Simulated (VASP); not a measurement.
Input of a VASP 6.6.1 run:

Contents of POSCAR:

```
LiLa2VO6
1.0
    0.0000000000      3.8003942424      3.8003942424
    3.8003942424      0.0000000000      3.8003942424
    3.8003942424      3.8003942424      0.0000000000
  Li              La              V               O
     1     2     1     6
Direct
     0.5000000000000000    0.5000000000000000    0.5000000000000000
     0.2500000000000000    0.2500000000000000    0.2500000000000000
     0.7500000000000000    0.7500000000000000    0.7500000000000000
     0.0000000000000000    0.0000000000000000    0.0000000000000000
     0.7567539988731085    0.2432460011268915    0.2432460011268915
     0.2432460011268915    0.7567539988731085    0.7567539988731085
     0.2432460011268915    0.7567539988731085    0.2432460011268915
     0.7567539988731085    0.2432460011268915    0.7567539988731085
     0.2432460011268915    0.2432460011268915    0.7567539988731085
     0.7567539988731085    0.7567539988731085    0.2432460011268915
```

File INCAR.step1:

```
SYSTEM = LiLa2VO6
PREC = Accurate ; ENCUT = 600
EDIFF = 1E-8 ; ISMEAR = 0
SIGMA = 0.03 ; LREAL = .FALSE.
LASPH = .TRUE. ; NELM = 80
ALGO = Normal ; ISIF = 3
LWAVE = .FALSE. ; LCHARG = .FALSE.
GGA = PS ; KPAR = 2
IBRION = 2 ; NSW = 40
EDIFFG = -0.002
```

Contents of INCAR.step2:

```
SYSTEM = LiLa2VO6
PREC = Accurate ; ENCUT = 600
EDIFF = 1E-8 ; ISMEAR = 0
SIGMA = 0.03 ; LREAL = .FALSE.
LASPH = .TRUE. ; NELM = 80
ALGO = Normal ; ISIF = 2
LWAVE = .FALSE. ; LCHARG = .FALSE.
GGA = PS ; KPAR = 2
IBRION = 6 ; NFREE = 2
POTIM = 0.015 ; NSW = 1
```

The input KPOINTS:

```
Automatic mesh
0
G
  6 6 6
  0 0 0
```

Potentials or basis: VASP PAW PBE potentials, release 64 (Li_sv, La, V_sv, O).

Command:

```console
$ cat potpaw_PBE.64/Li_sv/POTCAR potpaw_PBE.64/La/POTCAR potpaw_PBE.64/V_sv/POTCAR potpaw_PBE.64/O/POTCAR > POTCAR
$ cp INCAR.step1 INCAR
$ mpirun -np 2 vasp_std > vasp.out
$ cp CONTCAR POSCAR
$ cp INCAR.step2 INCAR
$ mpirun -np 2 vasp_std > vasp.out
```

**Question.** What does it give for the highest phonon frequency at Γ, LO-TO splitting left out?

**Answer.** 782 cm⁻¹.

**Question.** What does it give for the most unstable mode?

**Answer.** 194i cm⁻¹.

Phonon frequencies in cm⁻¹ (negative: imaginary):
| q point | frequencies |
| --- | --- |
| (0.000, 0.000, 0.000) | -194 -194 -194 0 0 0 61 61 61 109 109 109 120 120 120 292 292 292 438 438 438 494 494 494 531 531 618 618 618 782 |

Caveat: some modes are imaginary; the run has no spin polarisation, though such a crystal can be magnetic. The run has no spin-orbit coupling, so splittings on La are missing.
